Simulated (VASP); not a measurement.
```xyz
8
Lattice="-0.0203 4.9932 4.9954 4.9932 -0.0203 4.9954 2.4865 2.4865 0.0000" Properties=species:S:1:pos:R:3 pbc="T T T"
Ca     7.4797     2.4662     4.9954
Ca     4.9831     2.4763     2.4977
Ca     7.4696     4.9628     7.4930
O      2.4865     2.4865     2.3936
O      5.0975     2.3619     4.9954
O      2.3619     5.0975     4.9954
O      4.9729     4.9729     7.5971
Ba     4.9729     4.9729     4.9954
```

Calculation: PBEsol GGA, VASP's PBE PAW potentials (set 64) (plane waves; VASP). Settings: 520 eV cut-off, Gaussian smearing of 0.050 eV, potentials Ca_sv O Ba_sv.

Unless said otherwise, spin-orbit coupling is left out, though it shifts the bands of the heavy elements here.

Question: What does the run give for the band gap (along the path) with the smallest direct gap where there is one?

Answer: 
- band gap (along the path): 2.52 eV
- smallest direct gap (along the path): 2.63 eV

The absolute energy has meaning only against runs of the same code, potentials and settings.

The structure was generated: BaCa3O4 was put into an ordered model structure (Cmmm), which need not be its known phase. It was relaxed first.
